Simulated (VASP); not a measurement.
Method: PBE GGA, VASP's PBE PAW potentials (set 64) (plane waves; VASP).

A VASP calculation is set up with these files.

### KPOINTS
```
Automatic mesh
0
Gamma
10 10 10
0 0 0
```

**POSCAR**
```
MoS2
1
    1.5921500000     0.9192280000     6.4821000000
   -1.5921500000     0.9192280000     6.4821000000
    0.0000000000    -1.8384560000     6.4821000000
Mo S
1 2
Direct
  0.9997800000   0.9997800000   0.9997800000
  0.4129370000   0.4129370000   0.4129370000
  0.2533030000   0.2533030000   0.2533030000
```

### INCAR
```
NELM = 100   ! most electronic steps
LCHARG = .False.
SIGMA = 0.01   ! width (eV)
ISIF = 2   ! forces and stress, cell fixed
SYSTEM = MoS2
LWAVE = .False.
LASPH = .True.   ! aspherical one-centre terms
ALGO = Normal   ! blocked Davidson
ENCUT = 300   ! plane-wave cut-off (eV)
LREAL = .False.   ! projection in real space or not
PREC = Accurate
LMAXMIX = 4
GGA = PE
ISMEAR = 0
EDIFF = 1E-6   ! SCF stop (eV)
```

POTCAR, in this order: Mo_sv S (PBE.64 set). Program: vasp_std.

The run wrote:

**OSZICAR**
```
       N       E                     dE             d eps       ncg     rms          rms(c)
DAV:   1     0.106899747635E+03    0.10690E+03   -0.10558E+04  4624   0.947E+02
DAV:   2    -0.197977940040E+02   -0.12670E+03   -0.12475E+03  5379   0.262E+02
DAV:   3    -0.232825632613E+02   -0.34848E+01   -0.34668E+01  4677   0.415E+01
DAV:   4    -0.233278528112E+02   -0.45290E-01   -0.45223E-01  5164   0.460E+00
DAV:   5    -0.233284179011E+02   -0.56509E-03   -0.56499E-03  4806   0.477E-01    0.237E+01
DAV:   6    -0.222310809219E+02    0.10973E+01   -0.12474E+01  4313   0.232E+01    0.935E+00
DAV:   7    -0.219272362016E+02    0.30384E+00   -0.45298E+00  4384   0.131E+01    0.562E+00
DAV:   8    -0.218297539891E+02    0.97482E-01   -0.54215E-01  4313   0.498E+00    0.188E+00
DAV:   9    -0.218310983646E+02   -0.13444E-02   -0.24805E-02  4794   0.102E+00    0.594E-01
DAV:  10    -0.218297490213E+02    0.13493E-02   -0.12417E-02  4117   0.807E-01    0.182E-01
DAV:  11    -0.218297704596E+02   -0.21438E-04   -0.43974E-04  4212   0.158E-01    0.724E-02
DAV:  12    -0.218297570912E+02    0.13368E-04   -0.24015E-04  4382   0.107E-01    0.458E-02
DAV:  13    -0.218297846299E+02   -0.27539E-04   -0.61386E-05  4026   0.485E-02    0.130E-02
DAV:  14    -0.218297854863E+02   -0.85639E-06   -0.46178E-06  4880   0.136E-02
   1 F= -.21829785E+02 E0= -.21829785E+02  d E =-.901406-142
```

OUTCAR:
```
------------------------ aborting loop because EDIFF is reached ----------------------------------------
  FORCE on cell =-STRESS in cart. coord.  units (eV):
  Direction    XX          YY          ZZ          XY          YZ          ZX
  --------------------------------------------------------------------------------------
  Total        0.1490085      0.1490085      0.6571284      0.0000000      0.0000000     -0.0000000
  in kB        4.1941845      4.1941824     18.4963748      0.0000000      0.0000000     -0.0000000
  external PRESSURE =       8.9615806 kB  Pullay stress =       0.0000000 kB
  volume of cell :       56.92
      direct lattice vectors                 reciprocal lattice vectors
     1.592150000  0.919228000  6.482100000     0.314040762  0.181311564  0.051423664
    -1.592150000  0.919228000  6.482100000    -0.314040762  0.181311564  0.051423664
     0.000000000 -1.838456000  6.482100000     0.000000000 -0.362623129  0.051423664
 POSITION                                       TOTAL-FORCE (eV/Angst)
 -----------------------------------------------------------------------------------
      0.00000      0.00000     19.44202         0.000000     -0.000000     -0.000444
      0.00000      0.00000      8.03010        -0.000000      0.000000      0.156500
      0.00000      0.00000      4.92581        -0.000000      0.000000     -0.156056
 -----------------------------------------------------------------------------------
    total drift:                                0.000000     -0.000007      0.000283
  FREE ENERGIE OF THE ION-ELECTRON SYSTEM (eV)
  ---------------------------------------------------
  free  energy   TOTEN  =       -21.8297854863 eV

  energy  without entropy=      -21.8297854863  energy(sigma->0) =      -21.82978549
```
(Selected blocks of OUTCAR.)

At this cut-off the stress carries a Pulay error, which pulls relaxed volumes low.

The structure comes from a computed database's MoS2 entry; how it stands against other phases isn't given here. The cell was not relaxed at this level.
